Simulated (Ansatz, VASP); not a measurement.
**Mg2GaBi2 in VASP and in Ansatz**

File INCAR:

```
SYSTEM = Mg2GaBi2
PREC     = Accurate       ! precision mode
ENCUT    = 520            ! plane-wave cutoff, eV
EDIFF    = 1E-6           ! SCF threshold, eV
ISMEAR   = -1             ! smearing method
SIGMA    = 0.1            ! smearing width, eV
LREAL    = .False.        ! projectors in reciprocal space
LASPH    = .True.         ! aspherical terms in the spheres
NELM     = 60             ! most SCF steps
ALGO     = Normal         ! electronic algorithm
ISIF     = 2              ! what is computed and relaxed
LWAVE    = .False.        ! write WAVECAR
LCHARG   = .False.        ! write CHGCAR
GGA      = PS             ! functional
NBANDS   = 32             ! bands
```

KPOINTS

```
Automatic mesh
0
Gamma
  5 5 3
  0 0 0
```

POSCAR

```
Mg2GaBi2
1.0
    4.6805310000      0.0000000000      0.0000000000
   -2.3402650000      4.0534610000      0.0000000000
    0.0000000000      0.0000000000      7.5814370000
Ga Mg Bi
1 2 2
Direct
    0.0000000000      0.0000000000      0.0000000000
    0.3333000000      0.6667000000      0.6301000000
    0.6667000000      0.3333000000      0.3699000000
    0.3333000000      0.6667000000      0.2413000000
    0.6667000000      0.3333000000      0.7587000000
```

Input for Ansatz:

```yaml
crystal:
  lattice:
    - [4.680531, 0.0, 0.0]
    - [-2.340265, 4.053461, 0.0]
    - [0.0, 0.0, 7.581437]
  atoms:
    - { symbol: Ga, position: [0.0, 0.0, 0.0] }
    - { symbol: Mg, position: [0.3333, 0.6667, 0.6301] }
    - { symbol: Mg, position: [0.6667, 0.3333, 0.3699] }
    - { symbol: Bi, position: [0.3333, 0.6667, 0.2413] }
    - { symbol: Bi, position: [0.6667, 0.3333, 0.7587] }
  symmetry: { tolerance: 0.0003 }
kpoints:
  mp_grid: { grid: [5, 5, 3], shift: [0, 0, 0] }
magnetization:
  spin_polarized: false
scf:
  occupations: { method: fermi_dirac }
  n_extra_bands: 32
hamiltonian:
  pseudopotentials: { kind: paw }
  xc: pbesol
basis:
  ecutwfc: 420
output:
  forces: true
  stress: true
  eigenvalues: true
```

The cell was built by a generator and needn't be a form met in nature.

Alike in both runs: task single point; functional PBEsol; k mesh 5 × 5 × 3; no spin polarisation.

|  | VASP | Ansatz |
| --- | --- | --- |
| version | VASP 6.6.1 | Ansatz 0.2.0 |
| potentials or method | VASP PAW PBE potentials, release 64 (Ga_d, Mg, Bi_d) | PAW plane waves |
| plane-wave cutoff (eV) | 520 | 420 |
| occupations | fermi-dirac, width 0.1 eV | fermi-dirac |
| valence electrons in the cell | 47 | 63 |

Ansatz gave:

- gap on the k mesh at the Fermi level (eV): none
- pressure (GPa): 0.0
- largest component of the traceless stress (GPa): 0.54
- rms of the force components (eV/Å): 0.223

Question: What did VASP give for the same quantities?

Answer: gap on the k mesh at the Fermi level (eV): none; pressure (GPa): -0.1; largest component of the traceless stress (GPa): 0.53; rms of the force components (eV/Å): 0.219.

Atom by atom the forces differ by 0.004 eV/Å (rms over components). A gap of «none» marks a metal or a gap that the smearing closes. The two sets of potentials don't hold the same shells in valence. Ansatz warned: «structure_snapped_to_symmetry».

Caveats: the PAW data sets were made with another functional, which shifts forces and pressure a little (VASP); spin-orbit coupling is left out, which moves the levels of the heavy elements.
